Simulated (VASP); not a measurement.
```
CELL_PARAMETERS angstrom
      3.06106     0.00000     0.00000
     -1.53053     2.65095     0.00000
      0.00000     0.00000     8.07315
ATOMIC_POSITIONS crystal
  W  0.33333 0.66667 0.03624
  W  0.66667 0.33333 0.53624
  P  0.33333 0.66667 0.33876
  P  0.66667 0.33333 0.83876
```

Calculation: r2SCAN meta-GGA, VASP's PBE PAW potentials (set 64) (plane waves; VASP). Run with 400 eV cut-off, 13×13×5 Γ-centred mesh, tetrahedra with Blöchl corrections, potentials W_sv P.

### Question
Give the energies of bands 11 to 22 at the high-symmetry points, in eV from the Fermi level.

### Answer

```
band      Γ      M      K      A      L      H
----  -----  -----  -----  -----  -----  -----
11    -7.65  -6.64  -5.58  -6.55  -6.31  -5.23
12    -5.64  -6.33  -5.01  -6.55  -6.31  -5.23
13    -2.08  -4.16  -5.01  -1.66  -4.29  -4.94
14    -1.44  -4.01  -4.80  -1.66  -4.29  -4.94
15    -1.44  -2.69  -3.12  -1.33  -2.15  -2.94
16    -1.21  -2.08  -3.12  -1.33  -2.15  -2.94
17    -1.21  -0.98  -1.25  -1.33  -1.59  -1.17
18    -1.12  -0.88  -1.11  -1.33  -1.59  -1.17
19     0.78  -0.30   0.04   1.08   0.76  -0.66
20     0.78   0.90   0.04   1.08   0.76  -0.66
21     1.45   2.92   1.49   1.08   3.95   2.84
22     1.45   4.02   3.24   1.08   3.95   2.84
```

It has no gap at this level: it comes out as a metal or semimetal.

The structure was generated: WP was put into the wurtzite type (P6_3mc), which need not be its known phase. It was relaxed first, which changed the volume by -45 %.
